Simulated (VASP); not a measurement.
OSZICAR of a VASP run on Ba (bcc):

### OSZICAR
```
       N       E                     dE             d eps       ncg     rms          rms(c)
DAV:   1     0.513092210842E+02    0.51309E+02   -0.36570E+03   630   0.728E+02
DAV:   2     0.370554312885E+00   -0.50939E+02   -0.50436E+02   733   0.142E+02
DAV:   3    -0.183675825717E+01   -0.22073E+01   -0.22023E+01   766   0.331E+01
DAV:   4    -0.190119880410E+01   -0.64441E-01   -0.64516E-01  1067   0.519E+00
DAV:   5    -0.190145064211E+01   -0.25184E-03   -0.25333E-03   818   0.224E-01    0.151E+00
DAV:   6    -0.190190619592E+01   -0.45555E-03   -0.24373E-03   864   0.577E-01    0.905E-01
DAV:   7    -0.190291861457E+01   -0.10124E-02   -0.58363E-03   697   0.947E-01    0.399E-02
DAV:   8    -0.190310281101E+01   -0.18420E-03   -0.31118E-04  1029   0.116E-01    0.255E-02
DAV:   9    -0.190311832721E+01   -0.15516E-04   -0.67440E-06   876   0.277E-02    0.820E-03
DAV:  10    -0.190313147793E+01   -0.13151E-04   -0.63996E-06   765   0.194E-02    0.131E-03
DAV:  11    -0.190313194352E+01   -0.46559E-06   -0.30610E-07   413   0.554E-03
   1 F= -.19031319E+01 E0= -.19031319E+01  d E =0.000000E+00
```

Q: Which electronic solver shows in the log?

A: It is blocked Davidson (ALGO = Normal, or the opening steps of other solvers). The INCAR had ALGO = Normal.

Q: Can the final energy be trusted as converged?

A: The run converged. It stopped with EDIFF = 1E-6, NELM = 100 (PBE GGA, plane waves, VASP's PBE PAW potentials (set 64)).

The compound is Ba in the bcc structure. The cell was not relaxed at this level. The run is one of a series of settings (ISMEAR = -5, SIGMA removed against the base run), some of them coarse on purpose.
